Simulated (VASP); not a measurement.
The system is Cd2CuO3.

```
CELL_PARAMETERS angstrom
3.57161 0.00000 0.00000
0.00000 3.57161 0.00000
0.00000 0.00000 5.94115
ATOMIC_POSITIONS crystal
Cd 0.50000 0.00000 0.26714
Cd 0.00000 0.50000 0.73286
Cu 0.50000 0.50000 0.00000
O 0.00000 0.00000 0.00000
O 0.50000 0.00000 0.67563
O 0.00000 0.50000 0.32437
```

The cell was built by a generator and needn't be a form met in nature.

| Quantity | Value |
| --- | --- |
| Program | VASP 6.6.1 |
| Task | relaxation of cell and atoms |
| Functional | PBE |
| Potentials or basis | VASP PAW PBE potentials, release 64 (Cd, Cu, O) |
| Cutoff | 520 eV |
| k mesh | 4 × 4 × 3 |
| Occupations | gaussian, width 0.15 eV |
| Spin | no spin polarisation |

At the start: pressure 2.7 GPa; volume 12.63 Å³/atom.

How do energy, volume and symmetry change on relaxing?

Over 16 steps the energy falls by 478.2 meV/atom and the volume is 12.29 Å³/atom (-2.7 %); space group P-4m2 (No. 115, to 0.05 Å).

Step by step:
| step | energy change (eV) | largest force (eV/Å) | pressure (GPa) | volume (Å³) |
| --- | --- | --- | --- | --- |
| 1 | 0.0000 | 3.3159 | 2.67 | 75.79 |
| 2 | -1.0696 | 1.4397 | -5.80 | 78.04 |
| 3 | -1.5082 | 0.3241 | -8.74 | 79.95 |
| 4 | -1.2214 | 2.7179 | -5.64 | 83.51 |
| 5 | -1.5605 | 0.8627 | -8.94 | 81.16 |
| 6 | -2.2606 | 1.6712 | 0.74 | 74.67 |
| 7 | -2.3046 | 2.0338 | 6.00 | 72.40 |
| 8 | -2.5674 | 0.9574 | 4.52 | 73.53 |
| 9 | -2.5964 | 1.1161 | 5.20 | 73.32 |
| 10 | -2.6993 | 0.5745 | -4.66 | 77.30 |
| 11 | -2.7029 | 0.6695 | -2.85 | 76.59 |
| 12 | -2.7912 | 0.4730 | -1.58 | 75.62 |
| 13 | -2.8493 | 0.2484 | -0.87 | 74.64 |
| 14 | -2.8458 | 0.3209 | 1.83 | 72.68 |
| 15 | -2.8689 | 0.0852 | 0.31 | 73.81 |
| 16 | -2.8693 | 0.0707 | -0.30 | 73.72 |

Final structure:
```
CELL_PARAMETERS angstrom
3.14572 0.00000 0.00000
0.00000 3.14572 0.00000
0.00000 0.00000 7.45000
ATOMIC_POSITIONS crystal
Cd 0.50000 0.00000 0.32115
Cd 0.00000 0.50000 0.67885
Cu 0.50000 0.50000 0.00000
O 0.00000 0.00000 0.00000
O 0.50000 0.00000 0.64846
O 0.00000 0.50000 0.35154
```

Caveat: the k mesh is coarse (spacing up to 0.44 Å⁻¹), so the values aren't converged; an odd number of electrons without spin polarisation forces a metal; a magnetic or distorted state may lie lower; the run has no spin polarisation, though such a crystal can be magnetic.
